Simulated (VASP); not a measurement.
These are PBEsol GGA, VASP's PBE PAW potentials (set 64) (plane waves; VASP) values and carry that method's errors.

Gaps are without spin-orbit coupling.

Problem. Order these relaxed crystals by band gap, smallest first: NaCl, Fm-3m (225); CaHI, P4/nmm (129); BeZn3O4, I-42m (121); Ge3PbSe4, Pm (6).

Solution. Ge3PbSe4, Pm (6) (0.48 eV), BeZn3O4, I-42m (121) (1.55 eV), CaHI, P4/nmm (129) (3.05 eV), NaCl, Fm-3m (225) (5.03 eV)
